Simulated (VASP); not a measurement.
Tl3Ga3W:

```
Tl Ga W
1.0
     5.68807    0.00000    0.00000
     0.00000    5.68807    0.00000
     0.00000    0.00000    5.68807
Tl Ga W
3 3 1
Direct
  0.50000 0.00000 0.00000
  0.00000 0.50000 0.00000
  0.00000 0.00000 0.50000
  0.00000 0.50000 0.50000
  0.50000 0.00000 0.50000
  0.50000 0.50000 0.00000
  0.50000 0.50000 0.50000
```

The cell was built by a generator and needn't be a form met in nature.

The cell isn't the ideal one: volume scaled by 1.04.

* Program: VASP 6.6.1
* Task: relaxation of cell and atoms
* Functional: PBE
* Dispersion: D3(BJ)
* Potentials or basis: VASP PAW PBE potentials, release 64 (Tl_d, Ga_h, W_sv)
* Cutoff: 980 eV
* k mesh: 5 × 5 × 5
* Occupations: methfessel-paxton, width 0.1 eV
* Spin: no spin polarisation

At the start: pressure -3.6 GPa; volume 26.29 Å³/atom.

How do energy, volume and symmetry change on relaxing?

Over 4 steps the energy falls by 7.7 meV/atom and the volume is 24.30 Å³/atom (-7.6 %); space group Pm-3m (No. 221, to 0.05 Å).

Step by step:
| step | energy change (eV) | largest force (eV/Å) | pressure (GPa) | volume (Å³) |
| --- | --- | --- | --- | --- |
| 1 | 0.0000 | 0.0000 | -3.65 | 184.03 |
| 2 | -0.0515 | 0.0000 | 0.50 | 168.55 |
| 3 | -0.1360 | 0.0000 | -1.90 | 176.26 |
| 4 | -0.0539 | 0.0000 | 0.00 | 170.08 |

Final structure:
```yaml
crystal:
  lattice:
    - [5.54055, 0.00000, 0.00000]
    - [0.00000, 5.54055, 0.00000]
    - [0.00000, 0.00000, 5.54055]
  atoms:
    - { symbol: Tl, position: [0.50000, 0.00000, 0.00000] }
    - { symbol: Tl, position: [0.00000, 0.50000, 0.00000] }
    - { symbol: Tl, position: [0.00000, 0.00000, 0.50000] }
    - { symbol: Ga, position: [0.00000, 0.50000, 0.50000] }
    - { symbol: Ga, position: [0.50000, 0.00000, 0.50000] }
    - { symbol: Ga, position: [0.50000, 0.50000, 0.00000] }
    - { symbol: W, position: [0.50000, 0.50000, 0.50000] }
```

Caveat: pairwise dispersion overbinds metals, which lowers pressure and volume.
